Question: Why does my germanium push outward when it is already stretched?

I took a two-atom cell of diamond-structure germanium, scaled it uniformly to seven volumes and calculated the pressure with PBE. Positive pressure means that the cell wants to expand.

VASP 6.6.1 calculations with PBE and the Ge_d PAW potential for diamond-structure germanium in a two-atom cell, without spin polarisation or spin–orbit coupling. All runs use a plane-wave cutoff of 520 eV, a Γ-centred 2 × 2 × 2 k mesh and Gaussian smearing of 0.02 eV. Pressure is positive in compression.

```
volume (Å³/atom)  shortest distance (Å)  pressure (GPa)
          28.201                  2.636           4.020
          29.131                  2.665           2.470
          30.061                  2.693           1.160
          30.991                  2.720           0.000
          31.920                  2.747          -0.980
          32.850                  2.774          -1.820
          33.780                  2.800          -2.520
```

The pressure falls in every row, which I expected, but the steps get smaller although the volumes are evenly spaced. What worries me more is where it crosses zero. Real germanium has roughly 23 Å³ per atom, and PBE usually gives about 24. All my cells are larger than that, so all of them should be pulling inward, yet the first three push outward. Is the curve still physical, and can I take the lattice constant and the stiffness from it?

Answer:

The fall and its flattening are what a stretched solid should show. The place of the zero is another matter: the coarse k mesh is very probably to blame, and much of the error seems to come from the way it has distributed the electrons. Two sizes are worth remembering here. In a solid with a modulus of a few tens of GPa, a volume change of 3 % shifts the pressure by about 1 GPa. A quarter of an electron moved into a level that sinks by 1 eV, relative to the level it left, while the cell grows by 10 Å³ adds about 4 GPa of outward pressure, enough to turn moderate tension into apparent compression.

Pressure is the downhill slope of the energy against volume:

P = −dE/dV

Where expansion lowers the energy, the cell pushes outward; where expansion costs energy, it pulls inward. As bonds lengthen, their pull first grows, but by less with each further stretch, because the overlap that holds the atoms together is fading. The pressure therefore keeps falling while its steps shrink, here from 1.55 GPa at the start to 0.70 GPa at the end. No row breaks this pattern.

The softening is large enough to matter. A material of constant modulus B would follow P = −B ln(V/V₀), where V is the volume and V₀ its value at zero pressure. With V₀ set to the zero-pressure row and B fitted by least squares to all seven rows, this law misses the last pressure by 0.6 GPa. The second-order Birch equation lets the solid soften as it expands:

P = (3/2) B [(V₀/V)^(7/3) − (V₀/V)^(5/3)]

Fitted in the same way, again with B as the only free number, it stays within about 0.03 GPa of every row. The value of B is 35 GPa, about half of the roughly 75 GPa recalled for real germanium. So the curve has a perfectly ordinary shape around an unreasonable centre. A good equation-of-state fit shows that the energy curve is smooth; it cannot show that the electrons are in the right levels.

The stress calculation itself is not at fault. The energies of the same runs, differenced between neighbouring volumes, reproduce the mean pressures to within 0.04 GPa, and the lowest energy lies at the zero-pressure row. The pressure is thus a faithful slope of the energy curve that was calculated. The question becomes why that curve has its minimum at such a large volume.

The level energies point to an answer. In ordinary germanium the top of the valence band at Γ, the centre of the Brillouin zone, is a threefold level made of bonding p orbitals. Above it lies a single level which, by the usual band order of diamond-type crystals, is an antibonding combination of s orbitals. In all seven of your cells this order is reversed: the single level lies below the triplet, by 1.8 eV in the smallest cell and by 3.0 eV in the largest.

Stretching explains why the gap between them widens. The splitting between bonding and antibonding s levels at Γ shrinks by 2.2 eV from the first row to the last, so the antibonding level comes down by about half of that, measured from the middle of the pair. The corresponding p splitting shrinks by only 0.14 eV, which raises the bonding triplet very slightly. Together these two shifts account for nearly all of the extra 1.25 eV. The antibonding s level gains most from expansion because it was pushed up most by the overlap in the first place.

This reversal would do little harm if it counted only for a small region around Γ. Your mesh, however, has just three distinct kinds of k point: Γ, L and X. Γ stands for one eighth of the whole zone, and the L points together stand for one half. Whatever happens exactly at Γ is therefore counted as if it happened throughout one eighth of the zone.

The filling can be read from the level order and the electron count. In a normal semiconductor the triplet at Γ would hold six electrons, which at a weight of one eighth means 0.75 electron per cell. In your cells the triplet is empty. Two of its six electrons have gone into the single s-like level, and the other four have gone to L, where the next level up also lies below the triplet and is now half full. Per cell, that is 0.25 electron in the s-like level and 0.50 electron at L.

Both receiving levels sink relative to the triplet as the cell grows. Every expansion therefore increases the energy saved by having these electrons there instead of in the triplet, and that acts as an outward pressure. To first order, the energy gained or lost by moving electrons is the number moved times the difference in level energy:

ΔE ≈ 0.25 (ε_s − ε_t) + 0.50 (ε_L − ε_t)

Here ε_s is the single level at Γ, ε_L the half-filled level at L and ε_t the triplet. Only differences appear, so the arbitrary zero of the level energies drops out. The extra pressure is minus the slope of ΔE against the volume of the cell.

Take the first interval, from 28.201 to 29.131 Å³ per atom. The cell holds two atoms, so it grows by 2 × 0.930 = 1.86 Å³. Relative to the triplet, the s-like level sinks by 0.242 eV and the L level by 0.063 eV.

ΔE changes by −(0.25 × 0.242 + 0.50 × 0.063) = −0.092 eV

extra pressure ≈ 0.092 eV / 1.86 Å³ = 0.049 eV/Å³ ≈ 8 GPa

The last step uses 1 eV/Å³ ≈ 160 GPa. The calculated pressure in this interval averages only 3.2 GPa. Without the displaced electrons the estimate would leave a tension of several GPa, which is the sign that germanium stretched this far ought to have.

No parameter was adjusted in this estimate, but it is crude. It keeps the levels where they are while electrons are moved, whereas in reality the charge density and the levels would respond. There is also no run with the normal filling to compare it with. And it leaves out a second error of the mesh: three kinds of k point average even normally filled bands poorly, which can be expected to shift the pressure as well. Only the sign and the order of magnitude deserve trust: several GPa outward. The sign of the conclusion has some margin, since even half the estimated push would leave tension in every interval.

The same picture also tells you what your pressure curve is made of. As the cell expands, the push from the displaced electrons fades, from about 8 to about 5 GPa by this estimate, while the inward pull of the bonds grows. Both changes lower the pressure, and they are of similar size. The modulus of 35 GPa is therefore a mixture of bond stiffness and shifting levels, not a property of germanium bonds alone.

That the mesh is the culprit remains an argument, because the table has no denser mesh. The reversed order at Γ may well be what PBE gives for such stretched cells. What a dense mesh should change is its weight: the reversal would be confined to a small region around Γ, and the overlap with L to small pockets, so far fewer electrons would be displaced. Their push should shrink accordingly, and the zero of pressure should move towards smaller volumes.

So keep the direction of the trend and discard the numbers that depend on its centre. The zero-pressure volume corresponds to a cubic edge of (8 × 30.991)^(1/3) = 6.28 Å, about a tenth longer than the roughly 5.7 Å of real germanium. If you want this for germanium layers on silicon, that error is more than twice the whole lattice mismatch of about 4 %, and the strain you derive would be meaningless. Nor should you extend the fitted curve to smaller volumes. The reversed levels move back towards each other there, and once they cross, the filling changes and a different curve applies.

The remedy is to repeat the series with successively denser k meshes, starting near 24 Å³ per atom, until the zero-pressure volume stops moving. At each volume, count the filled levels at every k point. A semiconductor has the same number everywhere; yours has two valence levels filled at Γ, four at X and four and a half at L. That uneven count reveals the problem at once, while the smooth pressure curve hides it. Expect one complication: PBE nearly or wholly closes the gap of germanium even near its normal volume, so the count may stay uneven at or close to Γ on a good mesh. What matters is that these points then carry little weight.

For a similar material, ask which levels the misplaced electrons have entered and how these move with volume. If they sink on expansion relative to the levels that were emptied, they push the calculated cell towards too large a volume; if they rise, towards too small a one. The extra pressure follows roughly from the same product as above: electrons moved, times the relative shift of the levels, divided by the change in cell volume.
